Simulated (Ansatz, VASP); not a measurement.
## Cross-check of Si54SeN71 (Se_N) between VASP and Ansatz

Aim: how closely do two programs agree when they are given the same cell, functional and k mesh? Of the first pair: The structure shown is the start of the Ansatz relaxation below; VASP solves that cell, so the two are compared at the walk's first step.

Program: Ansatz 0.2.0. Level of theory: plane waves, with VASP 6.6.1 beside it; PBEsol. Results are calculated unless marked as measured.

### 1. The structure

The cell holds 126 atoms: 54 Si, 71 N and 1 Se. Cell: a = 13.206 Å, b = 13.206 Å, c = 8.731 Å, α = 90.0°, β = 90.0°, γ = 120.0°. It derives from Si3N4 (Si3N4 (P6_3/m)). Nearest the centre at fractional (0.576, 0.453, 0.583): Se126 at 0.05 Å, Si53 at 1.70 Å, Si32 at 1.75 Å, Si35 at 1.76 Å, N80 at 2.77 Å, N84 at 2.80 Å, N107 at 2.81 Å, N92 at 2.82 Å.

### 2. Ansatz: relaxation, PBEsol

Ansatz runs on its PAW soft_1 files.

The two programs are compared at the cell with which this relaxation starts, whose forces are those of its first step.

The input, input.yaml:

```yaml
crystal:
  lattice:
    - [11.43668588, 6.60297367, 0.0]
    - [-11.43668588, 6.60297367, 0.0]
    - [0.0, 0.0, 8.73076733]
  atoms:
    - { symbol: Si, position: [0.01950046, 0.80655545, 0.25] }
    - { symbol: Si, position: [0.3528338, 0.47322211, 0.25] }
    - { symbol: Si, position: [0.68616713, 0.13988878, 0.25] }
    - { symbol: Si, position: [0.21294502, 0.01950046, 0.08333333] }
    - { symbol: Si, position: [0.54627835, 0.68616713, 0.08333333] }
    - { symbol: Si, position: [0.87961168, 0.3528338, 0.08333333] }
    - { symbol: Si, position: [0.13988878, 0.45372165, 0.08333333] }
    - { symbol: Si, position: [0.47322211, 0.12038832, 0.08333333] }
    - { symbol: Si, position: [0.80655545, 0.78705498, 0.08333333] }
    - { symbol: Si, position: [0.19344455, 0.21294502, 0.25] }
    - { symbol: Si, position: [0.52677789, 0.87961168, 0.25] }
    - { symbol: Si, position: [0.86011122, 0.54627835, 0.25] }
    - { symbol: Si, position: [0.12038832, 0.6471662, 0.25] }
    - { symbol: Si, position: [0.45372165, 0.31383287, 0.25] }
    - { symbol: Si, position: [0.78705498, 0.98049954, 0.25] }
    - { symbol: Si, position: [0.31383287, 0.86011122, 0.08333333] }
    - { symbol: Si, position: [0.6471662, 0.52677789, 0.08333333] }
    - { symbol: Si, position: [0.98049954, 0.19344455, 0.08333333] }
    - { symbol: "N", position: [0.0, 0.66666667, 0.25] }
    - { symbol: "N", position: [0.33333333, 0.33333333, 0.25] }
    - { symbol: "N", position: [0.66666667, 0.0, 0.25] }
    - { symbol: "N", position: [0.0, 0.33333333, 0.08333333] }
    - { symbol: "N", position: [0.33333333, 0.0, 0.08333333] }
    - { symbol: "N", position: [0.66666667, 0.66666667, 0.08333333] }
    - { symbol: "N", position: [0.21345843, 0.45653274, 0.25] }
    - { symbol: "N", position: [0.54679176, 0.12319941, 0.25] }
    - { symbol: "N", position: [0.8801251, 0.78986608, 0.25] }
    - { symbol: "N", position: [0.09025902, 0.8801251, 0.08333333] }
    - { symbol: "N", position: [0.42359235, 0.54679176, 0.08333333] }
    - { symbol: "N", position: [0.75692569, 0.21345843, 0.08333333] }
    - { symbol: "N", position: [0.12319941, 0.57640765, 0.08333333] }
    - { symbol: "N", position: [0.45653274, 0.24307431, 0.08333333] }
    - { symbol: "N", position: [0.78986608, 0.90974098, 0.08333333] }
    - { symbol: "N", position: [0.21013392, 0.09025902, 0.25] }
    - { symbol: "N", position: [0.54346726, 0.75692569, 0.25] }
    - { symbol: "N", position: [0.87680059, 0.42359235, 0.25] }
    - { symbol: "N", position: [0.1198749, 0.21013392, 0.08333333] }
    - { symbol: "N", position: [0.45320824, 0.87680059, 0.08333333] }
    - { symbol: "N", position: [0.78654157, 0.54346726, 0.08333333] }
    - { symbol: "N", position: [0.24307431, 0.78654157, 0.25] }
    - { symbol: "N", position: [0.57640765, 0.45320824, 0.25] }
    - { symbol: "N", position: [0.90974098, 0.1198749, 0.25] }
    - { symbol: Si, position: [0.01950046, 0.80655545, 0.58333333] }
    - { symbol: Si, position: [0.3528338, 0.47322211, 0.58333333] }
    - { symbol: Si, position: [0.68616713, 0.13988878, 0.58333333] }
    - { symbol: Si, position: [0.21294502, 0.01950046, 0.41666667] }
    - { symbol: Si, position: [0.54627835, 0.68616713, 0.41666667] }
    - { symbol: Si, position: [0.87961168, 0.3528338, 0.41666667] }
    - { symbol: Si, position: [0.13988878, 0.45372165, 0.41666667] }
    - { symbol: Si, position: [0.47322211, 0.12038832, 0.41666667] }
    - { symbol: Si, position: [0.80655545, 0.78705498, 0.41666667] }
    - { symbol: Si, position: [0.19344455, 0.21294502, 0.58333333] }
    - { symbol: Si, position: [0.52677789, 0.87961168, 0.58333333] }
    - { symbol: Si, position: [0.86011122, 0.54627835, 0.58333333] }
    - { symbol: Si, position: [0.12038832, 0.6471662, 0.58333333] }
    - { symbol: Si, position: [0.45372165, 0.31383287, 0.58333333] }
    - { symbol: Si, position: [0.78705498, 0.98049954, 0.58333333] }
    - { symbol: Si, position: [0.31383287, 0.86011122, 0.41666667] }
    - { symbol: Si, position: [0.6471662, 0.52677789, 0.41666667] }
    - { symbol: Si, position: [0.98049954, 0.19344455, 0.41666667] }
    - { symbol: "N", position: [0.0, 0.66666667, 0.58333333] }
    - { symbol: "N", position: [0.33333333, 0.33333333, 0.58333333] }
    - { symbol: "N", position: [0.66666667, 0.0, 0.58333333] }
    - { symbol: "N", position: [0.0, 0.33333333, 0.41666667] }
    - { symbol: "N", position: [0.33333333, 0.0, 0.41666667] }
    - { symbol: "N", position: [0.66666667, 0.66666667, 0.41666667] }
    - { symbol: "N", position: [0.21345843, 0.45653274, 0.58333333] }
    - { symbol: "N", position: [0.54679176, 0.12319941, 0.58333333] }
    - { symbol: "N", position: [0.8801251, 0.78986608, 0.58333333] }
    - { symbol: "N", position: [0.09025902, 0.8801251, 0.41666667] }
    - { symbol: "N", position: [0.42359235, 0.54679176, 0.41666667] }
    - { symbol: "N", position: [0.75692569, 0.21345843, 0.41666667] }
    - { symbol: "N", position: [0.12319941, 0.57640765, 0.41666667] }
    - { symbol: "N", position: [0.45653274, 0.24307431, 0.41666667] }
    - { symbol: "N", position: [0.78986608, 0.90974098, 0.41666667] }
    - { symbol: "N", position: [0.21013392, 0.09025902, 0.58333333] }
    - { symbol: "N", position: [0.54346726, 0.75692569, 0.58333333] }
    - { symbol: "N", position: [0.87680059, 0.42359235, 0.58333333] }
    - { symbol: "N", position: [0.1198749, 0.21013392, 0.41666667] }
    - { symbol: "N", position: [0.45320824, 0.87680059, 0.41666667] }
    - { symbol: "N", position: [0.78654157, 0.54346726, 0.41666667] }
    - { symbol: "N", position: [0.24307431, 0.78654157, 0.58333333] }
    - { symbol: Se, position: [0.57640765, 0.45320824, 0.58333333] }
    - { symbol: "N", position: [0.90974098, 0.1198749, 0.58333333] }
    - { symbol: Si, position: [0.01950046, 0.80655545, 0.91666667] }
    - { symbol: Si, position: [0.3528338, 0.47322211, 0.91666667] }
    - { symbol: Si, position: [0.68616713, 0.13988878, 0.91666667] }
    - { symbol: Si, position: [0.21294502, 0.01950046, 0.75] }
    - { symbol: Si, position: [0.54627835, 0.68616713, 0.75] }
    - { symbol: Si, position: [0.87961168, 0.3528338, 0.75] }
    - { symbol: Si, position: [0.13988878, 0.45372165, 0.75] }
    - { symbol: Si, position: [0.47322211, 0.12038832, 0.75] }
    - { symbol: Si, position: [0.80655545, 0.78705498, 0.75] }
    - { symbol: Si, position: [0.19344455, 0.21294502, 0.91666667] }
    - { symbol: Si, position: [0.52677789, 0.87961168, 0.91666667] }
    - { symbol: Si, position: [0.86011122, 0.54627835, 0.91666667] }
    - { symbol: Si, position: [0.12038832, 0.6471662, 0.91666667] }
    - { symbol: Si, position: [0.45372165, 0.31383287, 0.91666667] }
    - { symbol: Si, position: [0.78705498, 0.98049954, 0.91666667] }
    - { symbol: Si, position: [0.31383287, 0.86011122, 0.75] }
    - { symbol: Si, position: [0.6471662, 0.52677789, 0.75] }
    - { symbol: Si, position: [0.98049954, 0.19344455, 0.75] }
    - { symbol: "N", position: [0.0, 0.66666667, 0.91666667] }
    - { symbol: "N", position: [0.33333333, 0.33333333, 0.91666667] }
    - { symbol: "N", position: [0.66666667, 0.0, 0.91666667] }
    - { symbol: "N", position: [0.0, 0.33333333, 0.75] }
    - { symbol: "N", position: [0.33333333, 0.0, 0.75] }
    - { symbol: "N", position: [0.66666667, 0.66666667, 0.75] }
    - { symbol: "N", position: [0.21345843, 0.45653274, 0.91666667] }
    - { symbol: "N", position: [0.54679176, 0.12319941, 0.91666667] }
    - { symbol: "N", position: [0.8801251, 0.78986608, 0.91666667] }
    - { symbol: "N", position: [0.09025902, 0.8801251, 0.75] }
    - { symbol: "N", position: [0.42359235, 0.54679176, 0.75] }
    - { symbol: "N", position: [0.75692569, 0.21345843, 0.75] }
    - { symbol: "N", position: [0.12319941, 0.57640765, 0.75] }
    - { symbol: "N", position: [0.45653274, 0.24307431, 0.75] }
    - { symbol: "N", position: [0.78986608, 0.90974098, 0.75] }
    - { symbol: "N", position: [0.21013392, 0.09025902, 0.91666667] }
    - { symbol: "N", position: [0.54346726, 0.75692569, 0.91666667] }
    - { symbol: "N", position: [0.87680059, 0.42359235, 0.91666667] }
    - { symbol: "N", position: [0.1198749, 0.21013392, 0.75] }
    - { symbol: "N", position: [0.45320824, 0.87680059, 0.75] }
    - { symbol: "N", position: [0.78654157, 0.54346726, 0.75] }
    - { symbol: "N", position: [0.24307431, 0.78654157, 0.91666667] }
    - { symbol: "N", position: [0.57640765, 0.45320824, 0.91666667] }
    - { symbol: "N", position: [0.90974098, 0.1198749, 0.91666667] }
  host:
    repeats: [1, 1, 3]
    atoms:
      - { symbol: Si, position: [0.01950046, 0.80655545, 0.75] }
      - { symbol: Si, position: [0.3528338, 0.47322211, 0.75] }
      # ... 40 more atoms of the perfect host
basis:
  ecutwfc: 420
  xc_grid: 2
hamiltonian:
  xc: pbesol
  pseudopotentials: { kind: paw, azcp: { folder: soft_1 }, xc_functional: pbe }
kpoints:
  mp_grid: { grid: [1, 1, 1], shift: [0.25, 0.25, 0.25] }
magnetization:
  spin_polarized: true
  initial_magnetization: 1
  spin_locking: { lock_magnetization: hard }
scf:
  occupations: { method: fixed }
  max_iter: 80
output:
  forces: true
  charged_corrections:
    epsilon: [4.29, 4.29, 4.37]
    static_epsilon: [8.29, 8.29, 8.25]
    defect_position: [0.576408, 0.453208, 0.583333]
relax:
  f_tol: 0.02
  max_steps: 80
  random_displacement: { amplitude: 0.05, seed: 2009 }
checkpoint:
  write: "../q0_M1.relax.run"
  compress: false
  write_wavefunctions: true
  write_every: 100000
```

Started as:

```bash
$ ansatz run input.yaml --threads 4 --pin off --max-ram 15073MiB --backend cpu --events-out ev --progress --plain --runs-dir out
```

Numbers of over 12 decimals in the logs are rounded to 6 here.

Output:

```text
Engine: ansatz 0.2.0, aarch64-unknown-linux-gnu
Pseudopotentials: kind: paw
Pseudopotential: Si, paw, valence charge 4, recommended cutoff 420 eV (normal), soft_1/Si.paw.azcp
Pseudopotential: N, paw, valence charge 5, recommended cutoff 420 eV (normal), soft_1/N.paw.azcp
Pseudopotential: Se, paw, valence charge 16, recommended cutoff 420 eV (normal), soft_1/Se.paw.azcp
Functional definition: PBEsol
  exchange = pbesol_x
  correlation = pbesol_c
Crystal: 126 atoms, lattice volume = 1318.628 Å³
Basis set: ecut = 420 eV, 25805 PW (Γ), exchange–correlation on 180×180×120 points (8 copies of the dense FFT grid, shifted against one another)
Bands: 420, of which v1, the nominal top of the filled ones, is band 294 counted from 1 (293 counted from 0)
Symmetry: 1 space group operations
k-points: 1
Non-local potential: Si, projectors of the file, l = 0: 2, l = 1: 2, l = 2: 1
Non-local potential: N, projectors of the file, l = 0: 2, l = 1: 2, l = 2: 1
Non-local potential: Se, projectors of the file, l = 0: 2, l = 1: 2, l = 2: 3, l = 3: 1
PAW form: soft (Blöchl's): semilocal exchange-correlation on the pseudo side does not see the compensation charge
PAW frozen core: Si, regenerated for the run's functional, and the local potential with it (the file was generated under x = pbe(κ = 0.804, μ = 0.219515), c = pbe(β = 0.066725))
PAW frozen core: N, regenerated for the run's functional, and the local potential with it (the file was generated under x = pbe(κ = 0.804, μ = 0.219515), c = pbe(β = 0.066725))
PAW frozen core: Se, regenerated for the run's functional, and the local potential with it (the file was generated under x = pbe(κ = 0.804, μ = 0.219515), c = pbe(β = 0.066725))
PAW one-centre angular grid: Si, 110 points (default); XC on 64 Gauss nodes
PAW one-centre angular grid: N, 110 points (default); XC on 64 Gauss nodes
PAW one-centre angular grid: Se, 590 points (default); XC on 64 Gauss nodes
Initial density: superposition of atomic densities (chi_scale 0.1, normalization cell, long waves kept (reshape's long-wave potential 0.23 eV rms))
Starting moments: Σ|m| = 1 μB on 126 of 126 sites
Initial wavefunctions: pseudopotential atomic-orbital guess
Functional: x = pbesol(κ = 0.804, μ = 0.123457), c = pbesol(β = 0.046)
SCF iter   1: F=—  HF=-66081.445963 eV  |F-HF|=—  |Δ(HF+E_count)|=         —  Δρ=7.37e-2 (↑7.34e-2 ↓7.37e-2)  dr2=3.00e2  dr2_m=9.93e-2  M=1.000 μB ∫|m|=1.030 μB  β_m=0.30  ethr=3.10e-3  ⟨swp⟩=7.0  Hψ=3318  notcnv=0  defer=246
preconditioner: auto → Resta (q_TF=auto, 2.384 Å⁻¹)  ε∞=3.6  [insulator: Δε(μ)=0.698 eV  Ē_g=15.350 eV  n_scr=282 (ndim 8)  ℏωp=24.6 eV  f_vac=0.010  ε∞_Penn≈3.6]
spin=Collinear: Resta preconditioning applied to the charge; magnetization (m = ρ↑ − ρ↓) channel mixes plain (no charge-response kernel on spin).
SCF iter   2: F=—  HF=-66008.971611 eV  |F-HF|=—  |Δ(HF+E_count)|=    7.25e1  Δρ=3.79e-2 (↑3.78e-2 ↓3.79e-2)  dr2=7.71e1  dr2_m=4.78e-2  M=1.000 μB ∫|m|=1.025 μB  β_m=0.44  ethr=3.10e-3  ⟨swp⟩=3.0  Hψ=1440  notcnv=0  defer=248
SCF iter   3: F=—  HF=-65987.012356 eV  |F-HF|=—  |Δ(HF+E_count)|=    2.20e1  Δρ=1.39e-2 (↑1.39e-2 ↓1.38e-2)  dr2=5.40e0  dr2_m=7.54e-3  M=1.000 μB ∫|m|=1.377 μB  β_m=0.70  ethr=3.10e-3  ⟨swp⟩=3.5  Hψ=1755  notcnv=0  defer=248
SCF iter   4: F=—  HF=-65986.078902 eV  |F-HF|=—  |Δ(HF+E_count)|=   9.33e-1  Δρ=1.66e-3 (↑1.36e-3 ↓1.66e-3)  dr2=1.04e-1  dr2_m=1.56e-3  M=1.000 μB ∫|m|=1.198 μB  β_m=0.78  ethr=9.20e-4  ⟨swp⟩=3.5  Hψ=1186  notcnv=0  defer=249
SCF iter   5: F=—  HF=-65986.113263 eV  |F-HF|=—  |Δ(HF+E_count)|=   3.44e-2  Δρ=6.32e-4 (↑6.29e-4 ↓6.32e-4)  dr2=2.37e-2  dr2_m=2.42e-4  M=1.000 μB ∫|m|=1.116 μB  β_m=0.84  ethr=1.77e-5  ⟨swp⟩=4.0  Hψ=1565  notcnv=0  defer=249
SCF iter   6: F=—  HF=-65986.124094 eV  |F-HF|=—  |Δ(HF+E_count)|=   1.08e-2  Δρ=3.69e-4 (↑3.69e-4 ↓3.65e-4)  dr2=7.72e-3  dr2_m=1.33e-5  M=1.000 μB ∫|m|=1.073 μB  β_m=0.78  ethr=4.04e-6  ⟨swp⟩=3.0  Hψ=1158  notcnv=0  defer=249
SCF iter   7: F=—  HF=-65986.125476 eV  |F-HF|=—  |Δ(HF+E_count)|=   1.38e-3  Δρ=7.08e-5 (↑6.98e-5 ↓7.08e-5)  dr2=4.38e-4  dr2_m=8.72e-7  M=1.000 μB ∫|m|=1.066 μB  β_m=0.89  ethr=1.32e-6  ⟨swp⟩=2.0  Hψ=1183  notcnv=0  defer=249
SCF iter   8: F=—  HF=-65986.126356 eV  |F-HF|=—  |Δ(HF+E_count)|=   8.80e-4  Δρ=3.32e-5 (↑3.32e-5 ↓3.20e-5)  dr2=6.13e-5  dr2_m=3.70e-7  M=1.000 μB ∫|m|=1.065 μB  β_m=0.83  ethr=7.47e-8  ⟨swp⟩=2.5  Hψ=1188  notcnv=0  defer=249
SCF iter   9: F=—  HF=-65986.126392 eV  |F-HF|=—  |Δ(HF+E_count)|=   3.58e-5  Δρ=1.34e-5 (↑1.34e-5 ↓1.30e-5)  dr2=8.38e-6  dr2_m=1.28e-7  M=1.000 μB ∫|m|=1.065 μB  β_m=0.81  ethr=1.70e-9  ⟨swp⟩=4.5  Hψ=2610  notcnv=0
SCF iter  10: F=-65986.126399 eV  HF=-65986.126398 eV  |F-HF|=4.77e-7  |Δ(HF+E_count)|=   6.07e-6  Δρ=2.95e-6 (↑2.61e-6 ↓2.95e-6)  dr2=4.35e-7  dr2_m=1.36e-8  M=1.000 μB ∫|m|=1.065 μB  ethr=1.43e-9  ⟨swp⟩=3.5  Hψ=2023  notcnv=0
[...]
- { symbol: N, position: [0.333003, 0.333200, 0.249986] }
    - { symbol: N, position: [0.666387, 0.000798328, 0.249607] }
    - { symbol: N, position: [0.000483394, 0.334166, 0.083183] }
    - { symbol: N, position: [0.333143, -0.000366787, 0.082428] }
    - { symbol: N, position: [0.667001, 0.668301, 0.087763] }
    - { symbol: N, position: [0.213554, 0.455667, 0.250251] }
    - { symbol: N, position: [0.547298, 0.123865, 0.248870] }
    - { symbol: N, position: [0.882623, 0.793648, 0.249053] }
    - { symbol: N, position: [0.091698, 0.881604, 0.082947] }
    - { symbol: N, position: [0.422832, 0.546471, 0.082665] }
    - { symbol: N, position: [0.757047, 0.215333, 0.082908] }
    - { symbol: N, position: [0.125110, 0.576557, 0.083243] }
    - { symbol: N, position: [0.451293, 0.239249, 0.083694] }
    - { symbol: N, position: [0.789533, 0.910806, 0.082605] }
    - { symbol: N, position: [0.208747, 0.089869, 0.248877] }
    - { symbol: N, position: [0.541246, 0.756312, 0.250072] }
    - { symbol: N, position: [0.879981, 0.425147, 0.250524] }
    - { symbol: N, position: [0.116962, 0.208176, 0.083692] }
    - { symbol: N, position: [0.454901, 0.878908, 0.082946] }
    - { symbol: N, position: [0.793630, 0.545827, 0.086152] }
    - { symbol: N, position: [0.246518, 0.786422, 0.249178] }
    - { symbol: N, position: [0.580724, 0.453017, 0.241006] }
    - { symbol: N, position: [0.906685, 0.121035, 0.248721] }
    - { symbol: Si, position: [0.021106, 0.808749, 0.582653] }
    - { symbol: Si, position: [0.351602, 0.473080, 0.583264] }
    - { symbol: Si, position: [0.685732, 0.141558, 0.583014] }
    - { symbol: Si, position: [0.215017, 0.020536, 0.414028] }
    - { symbol: Si, position: [0.546227, 0.686395, 0.416216] }
    - { symbol: Si, position: [0.880086, 0.354069, 0.416839] }
    - { symbol: Si, position: [0.139773, 0.453826, 0.416054] }
    - { symbol: Si, position: [0.471358, 0.116044, 0.413916] }
    - { symbol: Si, position: [0.809357, 0.790800, 0.415912] }
    - { symbol: Si, position: [0.182234, 0.208986, 0.582661] }
    - { symbol: Si, position: [0.527533, 0.880409, 0.582746] }
    - { symbol: Si, position: [0.864996, 0.551461, 0.581684] }
    - { symbol: Si, position: [0.121851, 0.647216, 0.582663] }
    - { symbol: Si, position: [0.410605, 0.272487, 0.582275] }
    - { symbol: Si, position: [0.786390, 0.982209, 0.582394] }
    - { symbol: Si, position: [0.314580, 0.858191, 0.416572] }
    - { symbol: Si, position: [0.658819, 0.536457, 0.394507] }
    - { symbol: Si, position: [0.977074, 0.193578, 0.414839] }
    - { symbol: N, position: [0.00476917, 0.670591, 0.581619] }
[...]
- { symbol: Se, position: [0.595320, 0.419302, 0.593471] }
[...]
- { symbol: Si, position: [0.021213, 0.809240, 0.916204] }
    - { symbol: Si, position: [0.352384, 0.472069, 0.916153] }
    - { symbol: Si, position: [0.686593, 0.141264, 0.916361] }
    - { symbol: Si, position: [0.215321, 0.020310, 0.750967] }
    - { symbol: Si, position: [0.545740, 0.686351, 0.749339] }
    - { symbol: Si, position: [0.879599, 0.355456, 0.749531] }
[...]
- { symbol: Si, position: [0.527409, 0.880079, 0.916602] }
    - { symbol: Si, position: [0.867690, 0.551969, 0.919449] }
    - { symbol: Si, position: [0.123340, 0.648201, 0.917229] }
    - { symbol: Si, position: [0.444221, 0.306440, 0.916703] }
    - { symbol: Si, position: [0.786491, 0.981725, 0.916680] }
    - { symbol: Si, position: [0.314360, 0.856805, 0.749326] }
    - { symbol: Si, position: [0.668316, 0.546459, 0.797227] }
    - { symbol: Si, position: [0.975851, 0.193807, 0.749967] }
[...]
- { symbol: N, position: [0.542133, 0.756480, 0.916610] }
    - { symbol: N, position: [0.879436, 0.426147, 0.916947] }
    - { symbol: N, position: [0.111843, 0.203554, 0.750500] }
    - { symbol: N, position: [0.454899, 0.877931, 0.749522] }
    - { symbol: N, position: [0.801518, 0.556228, 0.752473] }
    - { symbol: N, position: [0.246543, 0.785690, 0.916869] }
    - { symbol: N, position: [0.565678, 0.443644, 0.921632] }
    - { symbol: N, position: [0.906946, 0.121758, 0.917286] }
```

(Part 1 of 2 ends here.)

[Lines on the potential files, build, host, timing and source positions are cut from VASP's logs without a mark.]

[Logs are printed without paths, hosts, clocks, repeated set-up lines and the standing remarks that a program may print on its own settings, such as how far it seeks lower states.]

[Hosts, paths, dates, database ids (printed as entryN), source tags and the programs' standing remarks are cut or masked in the printed files.]
